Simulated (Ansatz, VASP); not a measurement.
**One calculation of Ca4Pt, two programs**

```
Ca Pt
1.0
     5.66856    0.00000    0.00000
     0.00000    5.66856    0.00000
     0.00000    0.00000    5.66856
Ca Pt
4 1
Direct
  0.00000 0.50000 0.50000
  0.50000 0.00000 0.50000
  0.50000 0.50000 0.00000
  0.00000 0.00000 0.00000
  0.50000 0.50000 0.50000
```

Alike in both runs: functional PBE; k mesh 8 × 8 × 8; occupations gaussian, width 0.1 eV; no spin polarisation.

Ansatz relaxed the structure, and its values are those at the end. VASP's run is a single point on that final structure, the one shown.

|  | VASP | Ansatz |
| --- | --- | --- |
| version | VASP 6.6.1 | Ansatz 0.2.0 |
| potentials or method | VASP PAW PBE potentials, release 64 (Ca_sv, Pt) | scalar-relativistic, plane waves, PAW |
| plane-wave cutoff (eV) | 520 | 420 |
| valence electrons in the cell | 50 | 58 |

```tsv
	VASP	Ansatz	Ansatz less VASP
gap on the k mesh at the Fermi level (eV)	none	none	-
pressure (GPa)	0.1	0.0	-0.04
```

A gap of «none» marks a metal or a gap that the smearing closes. The functional is the same, so the differences come from potentials, cutoffs and numerics. The two sets of potentials don't hold the same shells in valence.

The runs have no spin-orbit coupling, so splittings on Pt are missing.
